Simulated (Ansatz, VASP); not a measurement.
# SnSe2 in two plane-wave programs

One calculation is typed for both programs; each brings its own data sets. How far apart do they land? Of the first pair: The structure shown is the start of the Ansatz relaxation below; VASP solves that cell, so the two are compared at the walk's first step.

Calculated with Ansatz 0.2.0; plane waves, with VASP 6.6.1 beside it; single point at PBEsol.

**1. Starting point**

The cell holds 3 atoms: 1 Sn and 2 Se. Cell: a = 3.800 Å, b = 3.800 Å, c = 29.927 Å, α = 90.0°, β = 90.0°, γ = 120.0°. Vacuum lies along c. The height across the vacuum is the one that the program set for its solve, not the one typed.

**2. Ansatz: relaxation, PBEsol**

Ansatz runs on its default PAW (the set named soft_2) files.

The two programs are compared at the cell with which this relaxation starts, whose forces are those of its first step.

Input file input.yaml:

```yaml
crystal:
  lattice:
    - [3.8, 0.0, 0.0]
    - [-1.9, 3.2909, 0.0]
    - [0.0, 0.0, 20.0]
  atoms:
    - { symbol: Sn, position: [0.0, 0.0, 0.5] }
    - { symbol: Se, position: [0.333333, 0.666667, 0.57659] }
    - { symbol: Se, position: [0.666667, 0.333333, 0.42341] }
  periodic: [true, true, false]
kpoints:
  mp_grid: { grid: [9, 9, 1] }
hamiltonian:
  xc: pbesol
scf:
  occupations: { method: gaussian, width: 0.02 }
output:
  forces: true
  stress: true
  eigenvalues: true
  write_density: true
  write_potential: true
  elf: true
  volumetric_format: npy
relax:
  adjacent_minimum: "off"
  f_tol: 0.005
  max_steps: 80
  cell: { stress_2d_tol: 0.02 }
```

On the command line:

```bash
ansatz run input.yaml --threads 8 --pin off --max-ram 14336MiB --backend cpu --events-out ev --progress --plain --runs-dir out
```

Numbers of over 12 decimals in the logs are rounded to 6 here.

The log of the run:

```text
Warning: crystal.periodic: the lattice vector that does not repeat stood 0.000° off the slab's normal, 20.000 Å along it as the deck builds it. The run solves the slab on a vector along the normal, 29.927 Å long, with every atom where it was (on the deck's vector they left 16.94 Å outside them, and the widest stretch free of ions among them is 1.53 Å). A fractional position that the run reports is one of the run's ce [...]
Warning: the atoms were moved onto the symmetric positions of the space group found under crystal.symmetry.tolerance 1.0e-5 (fractional; no operation is sought that the atoms, as they stand in a round, miss by more than twice it, and no atom is moved by as much as it), and the run uses the moved positions. Before a round's move an operation carried an atom to 3.80e-6 Å from where it should land, the largest such dist [...]
[...]
SCF iter   2: F=—  HF=-16799.162722 eV  |F-HF|=—  |Δ(HF+E_count)|=   9.18e-3  Δρ=1.13e-3  dr2=5.13e-3  ethr=6.34e-5  ⟨swp⟩=3.0  Hψ=521  notcnv=0
SCF iter   3: F=—  HF=-16799.161466 eV  |F-HF|=—  |Δ(HF+E_count)|=   1.26e-3  Δρ=4.04e-4  dr2=1.81e-3  ethr=1.12e-5  ⟨swp⟩=3.2  Hψ=616  notcnv=0
SCF iter   4: F=—  HF=-16799.161099 eV  |F-HF|=—  |Δ(HF+E_count)|=   3.67e-4  Δρ=1.18e-4  dr2=4.55e-5  ethr=3.94e-6  ⟨swp⟩=3.0  Hψ=555  notcnv=0
SCF iter   5: F=—  HF=-16799.161112 eV  |F-HF|=—  |Δ(HF+E_count)|=   1.35e-5  Δρ=3.25e-5  dr2=3.87e-6  ethr=9.89e-8  ⟨swp⟩=3.7  Hψ=654  notcnv=0
SCF iter   6: F=—  HF=-16799.161158 eV  |F-HF|=—  |Δ(HF+E_count)|=   4.50e-5  Δρ=7.29e-6  dr2=2.24e-7  ethr=8.41e-9  ⟨swp⟩=3.7  Hψ=682  notcnv=0
SCF iter   7: F=—  HF=-16799.161158 eV  |F-HF|=—  |Δ(HF+E_count)|=   2.50e-7  Δρ=1.97e-6  dr2=2.45e-8  ethr=4.86e-10  ⟨swp⟩=3.1  Hψ=537  notcnv=0
SCF iter   8: F=—  HF=-16799.161158 eV  |F-HF|=—  |Δ(HF+E_count)|=   4.25e-9  Δρ=4.32e-7  dr2=1.20e-9  ethr=5.32e-11  ⟨swp⟩=2.9  Hψ=539  notcnv=0
SCF iter   9: F=—  HF=-16799.161158 eV  |F-HF|=—  |Δ(HF+E_count)|=  6.66e-10  Δρ=8.21e-8  dr2=4.07e-11  ethr=2.62e-12  ⟨swp⟩=3.5  Hψ=710  notcnv=0
SCF iter  10: F=-16799.161158 eV  HF=-16799.161158 eV  |F-HF|=5.82e-11  |Δ(HF+E_count)|=  6.18e-11  Δρ=1.38e-8  dr2=1.40e-12  ethr=1.00e-12  ⟨swp⟩=10.2  Hψ=2254  notcnv=0
SCF 3 converged in 10 iterations: F = -16799.161158 eV  dr2 = 1.40e-12
relax step   3: F+E_penalty+E_count = -16799.16115776 eV  Δ(F+E_penalty+E_count) = -3.119e-2 eV  max|allowed force component| = 4.736e-2 eV/Å  Δτ_max = 0.0596 Å  P = -0.083 N/m  Ω = 374.779 Å³  energy of the carried Pulay correction = -2.857e-5 eV  fix = [c, alpha, beta]  reactions: c -0.000 N/m  (10 SCF iters, accepted)
[...]
relax step   4: F+E_penalty+E_count = -16799.16138724 eV  Δ(F+E_penalty+E_count) = -2.295e-4 eV  max|allowed force component| = 1.758e-3 eV/Å  Δτ_max = 0.0046 Å  P = -0.008 N/m  Ω = 374.759 Å³  energy of the carried Pulay correction = -2.746e-5 eV  fix = [c, alpha, beta]  reactions: c -0.000 N/m  (4 SCF iters, dr2 threshold 1.40e-7 eV, accepted)
[...]
relax step   5: F+E_penalty+E_count = -16799.16141854 eV  Δ(F+E_penalty+E_count) = -3.130e-5 eV  max|allowed force component| = 1.788e-3 eV/Å  Δτ_max = 0.0000 Å  P = -0.010 N/m  Ω = 374.759 Å³  fix = [c, alpha, beta]  reactions: c -0.000 N/m  stress off target by 9.87e-3 N/m on what of the cell is left free  SCF on the basis re-selected at this cell (its energy is not comparable with the rows above)  (7 SCF iters)
basis re-selected at this cell: Δ(F+E_penalty+E_count) = -3.130e-5 eV, ΔP = -0.002 N/m vs the last step (what re-selecting the basis moved, of the pressure what is left beyond the Pulay correction that the steps carried, after the strain that the cell walked since its last selection, with what the two solves' SCF thresholds leave and, on support functions, any second-order correction that the steps lacked; it is no m [...]
SCF converged after 7 iterations
Free energy (F): -16799.161419 eV
Harris-Foulkes:  -16799.161419 eV  (|F-HF|=1.58e-8)
Internal energy: -16799.161419 eV  (E = F + TS)
E sigma→0 (E₀):  -16799.161419 eV
Fermi energy:    -5.580912 eV
--- Per-component energies (eV) ---
  E_band       = -1501.530029
  E_kinetic    = 424.951132
  E_local      = -95367.278822  (includes V_loc(G=0)·N_el)
  E_nonlocal   = -1214.531375
  E_hartree    = 47436.579198
  E_xc         = -584.278735
  E_vxc        = -291.323459  (∫ρ·V_xc dr)
  E_paw        = -7805.533530  (= ΣΔE_a)
  E_vpaw       = 73.495104  (= ΣTr[D̂ρ^β])
  E_aug_tail   = -0.001232  (compensation charges beyond the density's cutoff)
  E_ewald      = 40308.630204
  E_core_change = 2.301741  (= ΣΔE_core)
  E_smearing   = -0.000000  (= −TS)
  E_closure    = -0.000000  (closes the sum)
  Σ components = -16799.161419   (vs F -16799.161419, Δ=0.00e0)
--- Forces (eV/Å), atoms counted from 1 ---
  atom   1  Sn     0.00000000    -0.00000000     0.00000000
  atom   2  Se     0.00000000    -0.00000000    -0.00178831
  atom   3  Se     0.00000000     0.00000000     0.00178831
  max |Σ_I F_I| component: 2.17e-19 eV/Å
--- 2D stress c σ (N/m, compression-positive) ---
       -0.009870       0.000000       0.000000
       -0.000000      -0.009870       0.000000
        0.000000       0.000000      -0.000000
  P = ½ c Tr σ = -0.0099 N/m
--- Band table (eV; the first three rows and the last of 12) ---
  k-point 0: bands = ["-52.7396", "-52.7396", "-52.7396", "-52.7396", "-52.7132", "-52.7132", "-52.7129", "-52.7129", "-52.7027", "-52.7026", "-27.0787", "-27.0787", "-27.0372", "-27.0257", "-27.0257", "-19.6505", "-18.2709", "-11.6972", "-7.1939", "-6.4658", "-6.4658", "-6.0602", "-6.0602", "-4.3548", "-2.9481", "-1.3755", "-1.3755", "-0.3323"]
  k-point 1: bands = ["-52.7396", "-52.7396", "-52.7395", "-52.7395", "-52.7132", "-52.7132", "-52.7129", "-52.7129", "-52.7027", "-52.7025", "-27.0838", "-27.0737", "-27.0339", "-27.0290", "-27.0255", "-19.5289", "-18.1844", "-11.7233", "-7.4934", "-7.1333", "-6.8480", "-6.6932", "-5.9811", "-3.7875", "-2.3048", "-1.5038 (-1.5038°)", "-1.0870", "-0.1968"]
  k-point 2: bands = ["-52.7396", "-52.7395", "-52.7393", "-52.7393", "-52.7132", "-52.7132", "-52.7130", "-52.7129", "-52.7026", "-52.7025", "-27.0989", "-27.0631", "-27.0382", "-27.0229", "-27.0226", "-19.1803", "-17.9614", "-11.9203", "-8.9043", "-7.7582", "-7.4535", "-6.9294", "-6.0553", "-3.9518", "-1.9816", "-0.5955 (-0.5955°)", "-0.5431", "0.0678"]
  k-point 11: bands = ["-52.7392", "-52.7392", "-52.7392", "-52.7392", "-52.7134", "-52.7132", "-52.7132", "-52.7130", "-52.7023", "-52.7023", "-27.0937", "-27.0937", "-27.0269", "-27.0269", "-27.0044", "-17.6793", "-17.6793", "-13.2118", "-9.7562", "-9.7562", "-9.3776", "-6.9000", "-6.9000", "-4.1655", "-0.7583", "-0.7583", "0.6579", "2.1261"]
  ° read free of the cell's end (the report's vacuum.weakly_bound_levels)
--- Relaxed structure (4 steps of the walk, 3 accepted, 1 SCFs on fresh bases) ---
  F+E_penalty+E_count = -16799.16141854 eV   max|allowed force component| = 1.788e-3 eV/Å   (the final SCF, on the basis selected at the relaxed cell)
  cell:  # Å, volume = 374.7590 Å³
    - [3.802574, 0.0, 0]
    - [-1.901287, 3.293126, 0]
    - [0, 0, 29.927200]
  atoms:
    - { symbol: Sn, position: [0, 0, 0.334144] }
    - { symbol: Se, position: [0.333333, 0.666667, 0.387167] }
    - { symbol: Se, position: [0.666667, 0.333333, 0.281121] }
```

The column dr2 measures how far the density is from self-consistency, as an energy; F and HF (Harris–Foulkes) agree once it is small.

**3. VASP: single point, PBEsol, start cell, pair 1**

The same cell, functional, mesh and smearing now go to VASP, with its own data sets.

Lines of VASP's logs that name or quote its potential files are left out, and so is its time.

Input file INCAR:

```
SYSTEM = SnSe2
PREC = Accurate
ENCUT = 400
EDIFF = 1E-06
NELM = 120
ISMEAR = 0
SIGMA = 0.02
LREAL = .FALSE.
ALGO = Normal
GGA = PS
NBANDS = 19
LORBIT = 11
LWAVE = .FALSE.
LCHARG = .FALSE.
ISIF = 2
LDIPOL = .TRUE.
IDIPOL = 3
DIPOL = 0.5 0.5 0.334
LVHAR = .TRUE.
LASPH = .TRUE.
GGA_COMPAT = .FALSE.
EFERMI = MIDGAP
NELMDL = -8
```

Input file POSCAR:

```
SnSe2
1.0
    3.8000020000      0.0000000000      0.0000000000
   -1.9000010000      3.2908980000      0.0000000000
    0.0000000000      0.0000000000     29.9272000000
Sn Se
1 2
Direct
    0.0000000000      0.0000000000      0.3341441899
    0.3333333333      0.6666666667      0.3853283969
    0.6666666667      0.3333333333      0.2829599829
```

Input file KPOINTS:

```
Automatic mesh
0
Gamma
9 9 1
0 0 0
```

Potentials, in the order of the species: Sn_d and Se (PBE family, release 64).

On the command line:

```bash
mpirun -np 1 vasp_std
```

The log of the run:

```text
[banner, memory and clock lines left out]
running    1 mpi-ranks, on    1 nodes
 distrk:  each k-point on    1 cores,    1 groups
 distr:  one band on    1 cores,    1 groups

 POSCAR found type information on POSCAR SnSe
 POSCAR found :  2 types and       3 ions
|                                                                             |
|               ----> ADVICE to this user running VASP <----                  |
|                                                                             |
|     You enforced a specific xc type in the INCAR file but a different       |
|     [... a line on the potential file left out ...]
|     I HOPE YOU KNOW WHAT YOU ARE DOING!                                     |
|                                                                             |

 LDA part: xc-table for (Slater+PW92), standard interpolation
 POSCAR, INCAR and KPOINTS ok, starting setup
 FFT: planning ... GRIDC
 FFT: planning ... GRID_SOFT
 FFT: planning ... GRID
 WAVECAR not read
 entering main loop
       N       E                     dE             d eps       ncg     rms          rms(c)
DAV:   1     0.167292247694E+03    0.16729E+03   -0.94494E+03   552   0.841E+02
DAV:   2     0.580897515742E+01   -0.16148E+03   -0.15815E+03   605   0.211E+02
DAV:   3    -0.126811973002E+02   -0.18490E+02   -0.18442E+02   581   0.842E+01
DAV:   4    -0.131863386642E+02   -0.50514E+00   -0.50438E+00   615   0.169E+01
DAV:   5    -0.131974663874E+02   -0.11128E-01   -0.11127E-01   664   0.247E+00
DAV:   6    -0.131976700940E+02   -0.20371E-03   -0.20371E-03   633   0.264E-01
DAV:   7    -0.131976736393E+02   -0.35453E-05   -0.35454E-05   702   0.361E-02
DAV:   8    -0.131976737060E+02   -0.66697E-07   -0.66640E-07   548   0.461E-03    0.518E+00
DAV:   9    -0.129295335974E+02    0.26814E+00   -0.50889E-01   696   0.823E+00    0.329E+00
DAV:  10    -0.128959460370E+02    0.33588E-01   -0.25289E-01   595   0.376E+00    0.459E-01
DAV:  11    -0.128904120581E+02    0.55340E-02   -0.31766E-02   643   0.200E+00    0.276E-01
DAV:  12    -0.128904688142E+02   -0.56756E-04   -0.23773E-03   553   0.301E-01    0.651E-02
DAV:  13    -0.128904303294E+02    0.38485E-04   -0.19364E-04   654   0.139E-01    0.310E-02
DAV:  14    -0.128903989729E+02    0.31357E-04   -0.93330E-05   603   0.545E-02    0.110E-02
DAV:  15    -0.128904015265E+02   -0.25535E-05   -0.87136E-06   636   0.147E-02    0.100E-02
DAV:  16    -0.128904475874E+02   -0.46061E-04   -0.32986E-05   518   0.189E-02    0.551E-03
DAV:  17    -0.128905160253E+02   -0.68438E-04   -0.50274E-06   426   0.753E-03    0.367E-03
DAV:  18    -0.128905606702E+02   -0.44645E-04   -0.27455E-06   486   0.745E-03    0.259E-03
DAV:  19    -0.128905808117E+02   -0.20141E-04   -0.27565E-07   512   0.268E-03    0.771E-04
DAV:  20    -0.128905912491E+02   -0.10437E-04   -0.35883E-07   490   0.254E-03    0.128E-03
DAV:  21    -0.128905954729E+02   -0.42238E-05   -0.10211E-07   510   0.178E-03    0.198E-04
DAV:  22    -0.128905970299E+02   -0.15569E-05   -0.16610E-08   468   0.502E-04    0.234E-04
DAV:  23    -0.128905987777E+02   -0.17479E-05   -0.30811E-08   442   0.480E-04    0.180E-04
DAV:  24    -0.128905994824E+02   -0.70465E-06   -0.94411E-09   466   0.290E-04
   1 F= -.12890599E+02 E0= -.12890599E+02  d E =0.000000E+00
```

Parts of OUTCAR (step 3):

```text
ion  position               nearest neighbor table
   1  0.000  0.000  0.334-   2 2.68   3 2.68   3 2.68   2 2.68   3 2.68   2 2.68
   2  0.333  0.667  0.385-   1 2.68   1 2.68   1 2.68
   3  0.667  0.333  0.283-   1 2.68   1 2.68   1 2.68

  LATTYP: Found a hexagonal cell.
 ALAT       =     3.8000020000
 C/A-ratio  =     7.8755748023

 Subroutine GETGRP returns: Found 12 space group operations
 (whereof  6 operations were pure point group operations)

The static configuration has the point symmetry C_3v.
 The point group associated with its full space group is D_3d.

 Found     12 irreducible k-points:

   k-points           NKPTS =     12   k-points in BZ     NKDIM =     12   number of bands    NBANDS=     19

   dimension x,y,z NGX =    28 NGY =   28 NGZ =  196
   dimension x,y,z NGXF=    56 NGYF=   56 NGZF=  392

   ENCUT  =  400.0 eV  29.40 Ry    5.42 a.u.   6.20  6.20 48.80*2*pi/ulx,y,z

   NELECT =      26.0000    total number of electrons

 k-points in reciprocal lattice and weights: Automatic mesh
   0.00000000  0.00000000  0.00000000       0.012
   0.11111111  0.00000000  0.00000000       0.074
   0.22222222  0.00000000  0.00000000       0.074
   0.33333333  0.00000000  0.00000000       0.074
   0.44444444  0.00000000  0.00000000       0.074
   0.11111111  0.11111111  0.00000000       0.074
   0.22222222  0.11111111  0.00000000       0.148
   0.33333333  0.11111111  0.00000000       0.148
   0.44444444  0.11111111  0.00000000       0.074
   0.22222222  0.22222222  0.00000000       0.074
   0.33333333  0.22222222  0.00000000       0.148
   0.33333333  0.33333333  0.00000000       0.025

 dipolmoment           0.000000      0.000000      0.000005 electrons x Angstroem

 average (electrostatic) potential at core
       1-110.4336       2 -61.2056       3 -61.2056

 E-fermi :  -3.5620

 k-point     1 :       0.0000    0.0000    0.0000
  band No.  band energies     occupation
    ...
      9      -5.0379      2.00000
     10      -4.5901      2.00000
     11      -4.5901      2.00000
     12      -4.1485      2.00000
     13      -4.1485      2.00000
     14      -2.3000      0.00000
     15      -1.0369      0.00000
     16       0.6050      0.00000
     17       0.6050      0.00000
     18       1.7112      0.00000
    ...

 k-point     2 :       0.1111    0.0000    0.0000
  band No.  band energies     occupation
    ...
      9      -5.6415      2.00000
     10      -5.0016      2.00000
     11      -4.9735      2.00000
     12      -4.7692      2.00000
     13      -4.0378      2.00000
     14      -1.7001      0.00000
     15      -0.3676      0.00000
     16       0.5155      0.00000
     17       0.9216      0.00000
     18       1.8571      0.00000
    ...

 k-point     3 :       0.2222    0.0000    0.0000
  band No.  band energies     occupation
    ...
      9      -7.0463      2.00000
     10      -5.7792      2.00000
     11      -5.6359      2.00000
     12      -4.8122      2.00000
     13      -4.0825      2.00000
     14      -1.8648      0.00000
     15       0.0789      0.00000
     16       1.4944      0.00000
     17       1.5552      0.00000
     18       2.1111      0.00000
    ...

  Total        0.8610850      0.8610849      1.7886723      0.0000000      0.0000000      0.0000000
  in kB        3.6863136      3.6863130      7.6573241      0.0000000      0.0000000      0.0000000
  external PRESSURE =       5.0099836 kB  Pullay stress =       0.0000000 kB

  energy-cutoff  :      400.00
  volume of cell :      374.25
      direct lattice vectors                 reciprocal lattice vectors
     3.800002000  0.000000000  0.000000000     0.263157756  0.151934214  0.000000000
    -1.900001000  3.290898000  0.000000000     0.000000000  0.303868427  0.000000000
     0.000000000  0.000000000 29.927200000     0.000000000  0.000000000  0.033414419

 POSITION                                       TOTAL-FORCE (eV/Angst)
 -----------------------------------------------------------------------------------
      0.00000      0.00000     10.00000         0.000000      0.000000      0.000000
     -0.00000      2.19393     11.53180        -0.000000      0.000000      0.593816
      1.90000      1.09697      8.46820         0.000000     -0.000000     -0.593816
 -----------------------------------------------------------------------------------
    total drift:                                0.000000      0.000000      0.000063

  FREE ENERGIE OF THE ION-ELECTRON SYSTEM (eV)
  ---------------------------------------------------
  free  energy   TOTEN  =       -12.8905994824 eV

  energy  without entropy=      -12.8905994824  energy(sigma->0) =      -12.89059948

 vacuum level on the upper side and lower side of the slab         2.068         2.068

 total charge
# of ion       s       p       d       tot
------------------------------------------
    1        1.047   1.074  10.121  12.242
    2        1.482   2.328   0.028   3.838
    3        1.482   2.328   0.028   3.838
--------------------------------------------------
tot          4.012   5.729  10.177  19.918

[... 3 further parts left out ...]
```

The run ends at a pressure of 0.50 GPa, with forces up to 0.59 eV/Å.

**4. Comparison**

Known differences besides the potentials themselves: Ansatz cuts the interaction across the vacuum, VASP repeats the sheet with a dipole correction; the data sets hold 46 valence electrons in Ansatz (on its default PAW (the set named soft_2) files) and 26 in VASP; Ansatz makes its cores anew for this functional, VASP keeps those of its PBE data sets; Ansatz takes its cutoff from its data sets, VASP runs at 400 eV. Total energies have different zeros and are not compared.

Forces (eV/Å; atoms numbered as in POSCAR):

```tsv
atom	Ansatz x, y, z	VASP x, y, z
Sn1	0.000, 0.000, 0.000	0.000, 0.000, 0.000
Se2	0.000, 0.000, 0.571	0.000, 0.000, 0.594
Se3	0.000, 0.000, -0.571	0.000, 0.000, -0.594
```

The forces differ by 11 meV/Å r.m.s., which is 3.9 % of the r.m.s. force of 0.280 eV/Å (both taken over all components). With vacuum in the cell, a pressure given here is an average over mostly empty space and none of the material.

(Continued in part 2 of 2.)

[Lines on the potential files, build, host, timing and source positions are cut from VASP's logs without a mark.]

[Logs are printed without paths, hosts, clocks, repeated set-up lines and the standing remarks that a program may print on its own settings, such as how far it seeks lower states.]

[Hosts, paths, dates, database ids (printed as entryN), source tags and the programs' standing remarks are cut or masked in the printed files.]
